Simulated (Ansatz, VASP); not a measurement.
## Cross-check of ZrPbSe3 between VASP and Ansatz

Aim: how closely do two programs agree when they are given the same cell, functional and k mesh? The cell is generated by rule, not measured, and may not be a known phase. The cell is taken from a series of runs on this material, whose earlier steps may have relaxed, scaled, displaced or heated it; both programs get it as it stands.

Method: plane waves, with VASP 6.6.1 beside it; relaxation of cell and atoms at LDA, in Ansatz 0.2.0.

The structure was built from a prototype and need not be the compound's stable phase.

## Step 1: The structure

The structure is cubic, space group Pm-3m (No. 221). The conventional cell has a = 5.118 Å, b = 5.118 Å, c = 5.118 Å, α = 90.00°, β = 90.00°, γ = 90.00°. Nearest to Pb lie 12 Se at 3.62 Å. Zr has 6 Se at 2.56 Å nearest. Nearest to Se lie 2 Zr at 2.56 Å. Farther neighbours and most contacts between anions are not listed.

Structure file:

```cif
data_structure
_symmetry_space_group_name_H-M 'Pm-3m'
_symmetry_Int_Tables_number 221
_cell_length_a 5.1178
_cell_length_b 5.1178
_cell_length_c 5.1178
_cell_angle_alpha 90.000
_cell_angle_beta 90.000
_cell_angle_gamma 90.000
_cell_volume 134.04
loop_
_atom_site_label
_atom_site_type_symbol
_atom_site_symmetry_multiplicity
_atom_site_Wyckoff_symbol
_atom_site_fract_x
_atom_site_fract_y
_atom_site_fract_z
_atom_site_occupancy
Pb1 Pb 1 a 0.00000 0.00000 0.00000 1
Zr1 Zr 1 b 0.50000 0.50000 0.50000 1
Se1 Se 3 c 0.50000 0.50000 0.00000 1
```

## Step 2: VASP: relaxation of cell and atoms, LDA, pair 1

The relaxed volume is the usual yardstick between codes: in a stiff, nearly cubic crystal its relative difference is about their pressure difference at one cell divided by the bulk modulus.

Lines of VASP's logs that name or quote its potential files are left out, and so is its time.

INCAR reads:

```
SYSTEM = ZrPbSe3
PREC = Accurate
ENCUT = 500
EDIFF = 1E-07
NELM = 120
ISMEAR = 0
SIGMA = 0.1
LREAL = .FALSE.
ALGO = Normal
GGA = PW92
NBANDS = 28
LASPH = .TRUE.
LORBIT = 11
LWAVE = .FALSE.
LCHARG = .FALSE.
ISIF = 3
IBRION = 2
NSW = 80
EDIFFG = -0.005
GGA_COMPAT = .FALSE.
NELMIN = 4
KPAR = 2
```

POSCAR reads:

```
ZrPbSe3
1.0
    5.1177730000      0.0000000000      0.0000000000
    0.0000000000      5.1177730000      0.0000000000
    0.0000000000      0.0000000000      5.1177730000
Pb Zr Se
1 1 3
Direct
    0.0000000000      0.0000000000      0.0000000000
    0.5000000000      0.5000000000      0.5000000000
    0.5000000000      0.5000000000      0.0000000000
    0.5000000000      0.0000000000      0.5000000000
    0.0000000000      0.5000000000      0.5000000000
```

KPOINTS reads:

```
Automatic mesh
0
Gamma
8 8 8
0 0 0
```

The projector-augmented-wave data sets are Pb_d, Zr_sv and Se (LDA family, release 64).

Command:

```
$ mpirun -np 2 vasp_std
```

Numbers of over 12 decimals in the logs are rounded to 6 here.

The log of the run:

```text
[banner, memory and clock lines left out]
running    2 mpi-ranks, on    1 nodes
 distrk:  each k-point on    1 cores,    2 groups
 distr:  one band on    1 cores,    1 groups

 POSCAR found type information on POSCAR PbZrSe
 POSCAR found :  3 types and       5 ions
|                                                                             |
|               ----> ADVICE to this user running VASP <----                  |
|                                                                             |
|     You enforced a specific xc type in the INCAR file but a different       |
|     [... a line on the potential file left out ...]
|     I HOPE YOU KNOW WHAT YOU ARE DOING!                                     |
|                                                                             |

 LDA part: xc-table for (Slater(with rela. corr.)+PW92), standard interpolation
 POSCAR, INCAR and KPOINTS ok, starting setup
 FFT: planning ... GRIDC
 FFT: planning ... GRID_SOFT
 FFT: planning ... GRID
 WAVECAR not read
 entering main loop
       N       E                     dE             d eps       ncg     rms          rms(c)
DAV:   1     0.422033838539E+03    0.42203E+03   -0.19801E+04  1960   0.146E+03
DAV:   2     0.162464790751E+02   -0.40579E+03   -0.39340E+03  2116   0.391E+02
DAV:   3    -0.289844350618E+02   -0.45231E+02   -0.43732E+02  3112   0.129E+02
DAV:   4    -0.317745503361E+02   -0.27901E+01   -0.27813E+01  2880   0.256E+01
DAV:   5    -0.319321486543E+02   -0.15760E+00   -0.15752E+00  3132   0.457E+00    0.171E+01
DAV:   6    -0.295259269355E+02    0.24062E+01   -0.64445E+00  2104   0.129E+01    0.716E+00
DAV:   7    -0.293276588033E+02    0.19827E+00   -0.99675E-01  3192   0.464E+00    0.336E+00
DAV:   8    -0.293061065959E+02    0.21552E-01   -0.92767E-02  2304   0.169E+00    0.692E-01
DAV:   9    -0.293038256646E+02    0.22809E-02   -0.17877E-02  2620   0.812E-01    0.219E-01
DAV:  10    -0.293035276370E+02    0.29803E-03   -0.16578E-03  2824   0.218E-01    0.115E-01
DAV:  11    -0.293035505881E+02   -0.22951E-04   -0.62065E-04  2476   0.198E-01    0.370E-02
DAV:  12    -0.293035153707E+02    0.35217E-04   -0.12987E-04  2676   0.701E-02    0.149E-02
DAV:  13    -0.293035141273E+02    0.12434E-05   -0.13377E-05  2572   0.302E-02    0.680E-03
DAV:  14    -0.293035140543E+02    0.72981E-07   -0.80231E-07  2648   0.663E-03
   1 F= -.29303514E+02 E0= -.29300295E+02  d E =-.293035E+02
 curvature:   0.00 expect dE= 0.000E+00 dE for cont linesearch  0.000E+00
 trial: gam= 0.00000 g(F)=  0.000E+00 g(S)=  0.119E-03 ort = 0.000E+00 (trialstep = 0.100E+01)
 search vector abs. value=  0.119E-03
 bond charge predicted
       N       E                     dE             d eps       ncg     rms          rms(c)
DAV:   1    -0.293045732748E+02   -0.10591E-02   -0.35021E-02  2128   0.186E+00    0.253E-01
DAV:   2    -0.293037103493E+02    0.86293E-03   -0.24452E-03  2268   0.462E-01    0.863E-02
DAV:   3    -0.293035225763E+02    0.18777E-03   -0.64992E-04  2480   0.223E-01    0.261E-02
DAV:   4    -0.293035267349E+02   -0.41585E-05   -0.77964E-05  3344   0.362E-02    0.193E-02
DAV:   5    -0.293035286866E+02   -0.19518E-05   -0.34681E-06  2848   0.750E-03    0.126E-02
DAV:   6    -0.293035308604E+02   -0.21738E-05   -0.76706E-06  3468   0.153E-02    0.214E-03
DAV:   7    -0.293035308375E+02    0.22918E-07   -0.20255E-07  2140   0.280E-03
   2 F= -.29303531E+02 E0= -.29300322E+02  d E =-.167832E-04
 trial-energy change:   -0.000017  1 .order   -0.000015   -0.000119    0.000089
 step:   0.5842(harm=  0.5732)  dis= 0.00000  next Energy=   -29.303549 (dE=-0.351E-04)
 bond charge predicted
       N       E                     dE             d eps       ncg     rms          rms(c)
DAV:   1    -0.293037299352E+02   -0.19907E-03   -0.60396E-03  2128   0.770E-01    0.105E-01
DAV:   2    -0.293035799894E+02    0.14995E-03   -0.42099E-04  2240   0.192E-01    0.359E-02
DAV:   3    -0.293035475736E+02    0.32416E-04   -0.11268E-04  2504   0.932E-02    0.109E-02
DAV:   4    -0.293035483038E+02   -0.73012E-06   -0.13756E-05  3268   0.150E-02    0.799E-03
DAV:   5    -0.293035486444E+02   -0.34060E-06   -0.61812E-07  2492   0.322E-03    0.522E-03
DAV:   6    -0.293035490205E+02   -0.37615E-06   -0.13245E-06  3352   0.639E-03    0.854E-04
DAV:   7    -0.293035490164E+02    0.41355E-08   -0.29058E-08  1136   0.117E-03
   3 F= -.29303549E+02 E0= -.29300336E+02  d E =-.349621E-04
 curvature:  -0.29 expect dE=-0.869E-08 dE for cont linesearch -0.869E-08
 trial: gam= 0.00000 g(F)=  0.750E-67 g(S)=  0.304E-07 ort =-0.190E-05 (trialstep = 0.917E+00)
 search vector abs. value=  0.305E-07
 reached required accuracy - stopping structural energy minimisation
```

From OUTCAR (step 2):

```text
ion  position               nearest neighbor table
   1  0.000  0.000  0.000-
   2  0.500  0.500  0.500-   3 2.56   4 2.56   5 2.56   3 2.56   4 2.56   5 2.56
   3  0.500  0.500  0.000-   2 2.56   2 2.56
   4  0.500  0.000  0.500-   2 2.56   2 2.56
   5  0.000  0.500  0.500-   2 2.56   2 2.56

  LATTYP: Found a simple cubic cell.
 ALAT       =     5.1177730000

 Subroutine GETGRP returns: Found 48 space group operations
 (whereof 48 operations were pure point group operations)

The static configuration has the point symmetry O_h .

 Found     35 irreducible k-points:

   k-points           NKPTS =     35   k-points in BZ     NKDIM =     35   number of bands    NBANDS=     28

   dimension x,y,z NGX =    40 NGY =   40 NGZ =   40
   dimension x,y,z NGXF=    80 NGYF=   80 NGZF=   80

   ENCUT  =  500.0 eV  36.75 Ry    6.06 a.u.   9.33  9.33  9.33*2*pi/ulx,y,z

   NELECT =      44.0000    total number of electrons

 k-points in reciprocal lattice and weights: Automatic mesh
   0.00000000  0.00000000  0.00000000       0.002
   0.12500000  0.00000000  0.00000000       0.012
   0.25000000  0.00000000  0.00000000       0.012
   0.37500000  0.00000000  0.00000000       0.012
   0.50000000  0.00000000  0.00000000       0.006
   0.12500000  0.12500000  0.00000000       0.023
   0.25000000  0.12500000  0.00000000       0.047
   0.37500000  0.12500000  0.00000000       0.047
   0.50000000  0.12500000  0.00000000       0.023
[...]
0.50000000  0.50000000  0.37500000       0.012
   0.50000000  0.50000000  0.50000000       0.002

 average (electrostatic) potential at core
       1 -93.6866       2 -79.0754       3 -59.0429       4 -59.0429       5 -59.0429

 E-fermi :   4.9589

 k-point     1 :       0.0000    0.0000    0.0000
  band No.  band energies     occupation
    ...
     21       4.0770      2.00000
     22       4.0770      2.00000
     23       4.9585      1.00460
     24       4.9585      1.00459
     25       4.9585      1.00459
     26       7.2613      0.00000
     27       7.2613      0.00000
     28       7.6233      0.00000

 k-point     2 :       0.1250    0.0000    0.0000
  band No.  band energies     occupation
    ...
     19       3.4792      2.00000
     20       3.6203      2.00000
     21       3.9898      2.00000
     22       3.9898      2.00000
     23       4.9668      0.91047
     24       5.4453      0.00000
     25       5.4453      0.00000
     26       7.0101      0.00000
     27       7.2701      0.00000
     28       7.4466      0.00000

 k-point     3 :       0.2500    0.0000    0.0000
  band No.  band energies     occupation
    ...
     19       3.0759      2.00000
     20       3.2972      2.00000
     21       4.0294      2.00000
     22       4.0294      2.00000
     23       4.9873      0.68803
     24       6.1561      0.00000
     25       6.1986      0.00000
     26       6.1986      0.00000
     27       7.1237      0.00000
     28       7.1237      0.00000

  Total       -0.0010240     -0.0010240     -0.0010240     -0.0000000      0.0000000      0.0000000
  in kB       -0.0122260     -0.0122260     -0.0122260     -0.0000000      0.0000000      0.0000000
  external PRESSURE =      -0.0122260 kB  Pullay stress =       0.0000000 kB

  energy-cutoff  :      500.00
  volume of cell :      134.19
      direct lattice vectors                 reciprocal lattice vectors
     5.119623558 -0.000000000  0.000000000     0.195326861 -0.000000000 -0.000000000
     0.000000000  5.119623558  0.000000000     0.000000000  0.195326861 -0.000000000
     0.000000000  0.000000000  5.119623558    -0.000000000  0.000000000  0.195326861

 POSITION                                       TOTAL-FORCE (eV/Angst)
 -----------------------------------------------------------------------------------
      0.00000      0.00000      0.00000        -0.000000     -0.000000      0.000000
      2.55981      2.55981      2.55981         0.000000      0.000000      0.000000
      2.55981      2.55981      0.00000        -0.000000     -0.000000      0.000000
      2.55981      0.00000      2.55981        -0.000000      0.000000      0.000000
      0.00000      2.55981      2.55981        -0.000000     -0.000000      0.000000
 -----------------------------------------------------------------------------------
    total drift:                                0.000000      0.000000     -0.000000

  FREE ENERGIE OF THE ION-ELECTRON SYSTEM (eV)
  ---------------------------------------------------
  free  energy   TOTEN  =       -29.3035490164 eV

  energy  without entropy=      -29.2971227592  energy(sigma->0) =      -29.30033589

 reached required accuracy - stopping structural energy minimisation

 total charge
# of ion       s       p       d       tot
------------------------------------------
    1        1.475   0.363   9.822  11.660
    2        2.188   6.026   1.610   9.824
    3        1.465   2.424   0.022   3.911
    4        1.465   2.424   0.022   3.911
    5        1.465   2.424   0.022   3.911
--------------------------------------------------
tot          8.058  13.661  11.499  33.219

[... 3 further parts left out ...]
```

CONTCAR:

```
ZrPbSe3
   1.00000000000000
     5.1196235582455367   -0.0000000000000000    0.0000000000000000
     0.0000000000000000    5.1196235582455367    0.0000000000000000
     0.0000000000000000    0.0000000000000000    5.1196235582455367
  Pb              Zr              Se
     1     1     3
Direct
     0.0000000000000000    0.0000000000000000    0.0000000000000000
     0.5000000000000000    0.5000000000000000    0.5000000000000000
     0.5000000000000000    0.5000000000000000    0.0000000000000000
     0.5000000000000000    0.0000000000000000    0.5000000000000000
     0.0000000000000000    0.5000000000000000    0.5000000000000000
```

(Part 1 of 2 ends here.)

[Lines on the potential files, build, host, timing and source positions are cut from VASP's logs without a mark.]

[Logs are printed without paths, hosts, clocks, repeated set-up lines and the standing remarks that a program may print on its own settings, such as how far it seeks lower states.]

[Hosts, paths, dates, database ids (printed as entryN), source tags and the programs' standing remarks are cut or masked in the printed files.]
